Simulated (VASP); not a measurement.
Level of theory: PBE GGA, VASP's PBE PAW potentials (set 64) (plane waves; VASP 6.6.1).

Input for VASP

KPOINTS:
```
Automatic mesh
0
Gamma
13 13 7
0 0 0
```

**INCAR**
```
ALGO = Normal
CSHIFT = 0.1
EDIFF = 1E-7
ENCUT = 520
GGA = PE
ISMEAR = 0
LASPH = .True.
LCHARG = .False.
LOPTICS = .True.
LREAL = .False.
LWAVE = .False.
NBANDS = 36
NEDOS = 1001
NELM = 100
PREC = Accurate
SIGMA = 0.01
SYSTEM = BN
```

**POSCAR**
```
BN
1
    1.2775625614    -2.2128034879     0.0000000000
    1.2775625614     2.2128034879     0.0000000000
    0.0000000000     0.0000000000     4.2254280639
B N
2 2
Direct
  0.6666670000   0.3333330000   0.5002373476
  0.3333330000   0.6666670000   0.0002373476
  0.6666670000   0.3333330000   0.8747626524
  0.3333330000   0.6666670000   0.3747626524
```

POTCAR, in this order: B N (PBE.64 set). Program: vasp_std.

Output of the run:

**OSZICAR**
```
       N       E                     dE             d eps       ncg     rms          rms(c)
DAV:   1     0.546698526024E+02    0.54670E+02   -0.65712E+03  6080   0.432E+02
DAV:   2    -0.346071482608E+02   -0.89277E+02   -0.83797E+02  7204   0.148E+02
DAV:   3    -0.367398367999E+02   -0.21327E+01   -0.21138E+01  7284   0.196E+01
DAV:   4    -0.367427063870E+02   -0.28696E-02   -0.28693E-02  6856   0.733E-01
DAV:   5    -0.367427079162E+02   -0.15292E-05   -0.15292E-05  6996   0.181E-02    0.941E+00
DAV:   6    -0.349939179916E+02    0.17488E+01   -0.39850E-01  7088   0.604E+00    0.445E+00
DAV:   7    -0.348592810302E+02    0.13464E+00   -0.21896E-01  6852   0.216E+00    0.275E+00
DAV:   8    -0.348327275381E+02    0.26553E-01   -0.24853E-02  6692   0.834E-01    0.245E-01
DAV:   9    -0.348325155515E+02    0.21199E-03   -0.90777E-04  6748   0.198E-01    0.146E-01
DAV:  10    -0.348327649038E+02   -0.24935E-03   -0.19338E-04  6612   0.714E-02    0.176E-02
DAV:  11    -0.348327756540E+02   -0.10750E-04   -0.79951E-06  7228   0.147E-02    0.138E-02
DAV:  12    -0.348327767334E+02   -0.10794E-05   -0.10276E-06  6628   0.556E-03    0.114E-03
DAV:  13    -0.348327767554E+02   -0.21991E-07   -0.53336E-08  5064   0.117E-03
   1 F= -.34832777E+02 E0= -.34832777E+02  d E =-.210254E-27
 imaginary and real dielectric function
```

### OUTCAR
```
------------------------ aborting loop because EDIFF is reached ----------------------------------------
  FORCE on cell =-STRESS in cart. coord.  units (eV):
  Direction    XX          YY          ZZ          XY          YZ          ZX
  --------------------------------------------------------------------------------------
  Total       -0.0031099     -0.0031099     -0.0060752      0.0000000     -0.0000000      0.0000000
  in kB       -0.2085601     -0.2085601     -0.4074231      0.0000000     -0.0000000      0.0000000
  external PRESSURE =      -0.2748478 kB  Pullay stress =       0.0000000 kB
  volume of cell :       23.89
      direct lattice vectors                 reciprocal lattice vectors
     1.277562561 -2.212803488  0.000000000     0.391370266 -0.225957706  0.000000000
     1.277562561  2.212803488  0.000000000     0.391370266  0.225957706  0.000000000
     0.000000000  0.000000000  4.225428064     0.000000000  0.000000000  0.236662413
  FREE ENERGIE OF THE ION-ELECTRON SYSTEM (eV)
  ---------------------------------------------------
  free  energy   TOTEN  =       -34.8327767554 eV

  energy  without entropy=      -34.8327767554  energy(sigma->0) =      -34.83277676

 plasma frequency squared (from intraband transitions) (eV^2)
  --------------------------------------------------------------------------------------
       0.000       0.000      -0.000
       0.000       0.000       0.000
      -0.000       0.000       0.000

 plasma frequency squared (from interband transitions, int dw w eps(2)(w)) (eV^2)
  --------------------------------------------------------------------------------------
     807.145       0.000       0.000       0.000       0.000       0.000
       0.000      -0.000     807.145       0.000       0.000       0.000
       0.000      -0.000       0.000      -0.000     806.494       0.000
```
(Selected blocks of OUTCAR.)

The compound is BN in the wurtzite structure, a metastable high-pressure form. It was relaxed first.
